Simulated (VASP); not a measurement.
```yaml
crystal:
  lattice:
    - [0.00000, 3.27000, 3.27000]
    - [3.27000, 0.00000, 3.27000]
    - [3.27000, 3.27000, 0.00000]
  atoms:
    - { symbol: Na, position: [0.25000, 0.25000, 0.25000] }
    - { symbol: Na, position: [0.75000, 0.75000, 0.75000] }
    - { symbol: S, position: [0.00000, 0.00000, 0.00000] }
```

The base run (VASP): PBE GGA, plane waves, VASP's PBE PAW potentials (set 64). Run with 400 eV cut-off, 6×6×6 Γ-centred mesh, Gaussian smearing of 0.050 eV, potentials Na_pv S.

One setting is varied; ΔE counts from the base run. The base run took about 6 core-seconds. The timings are rough (shared machines, no repeats); factors under 2 mean little.

Pressures at a finite cut-off, here 400 eV, hold a Pulay part, which wasn't tested here.

| setting | cost over the base run | electronic steps | ΔE (meV/atom) | pressure (GPa) |
|---|---|---|---|---|
| KPOINTS 2×2×2 Monkhorst-Pack mesh | about 1/2 | 13 | 0.7 | 0.21 |
| KPOINTS 5×5×5 Monkhorst-Pack mesh | within a factor of 2 | 13 | 0.1 | 0.19 |
| base run | reference | 13 | 0.0 | 0.19 |
| KPOINTS 7×7×7 Monkhorst-Pack mesh | within a factor of 2 | 14 | 0.0 | 0.21 |
| KPOINTS 8×8×8 Monkhorst-Pack mesh | about 3 times | 13 | 0.0 | 0.19 |

Left out are runs that failed, have no time on record or changed the cell.

The compound is Na2S in the antifluorite structure. The cell was not relaxed at this level.
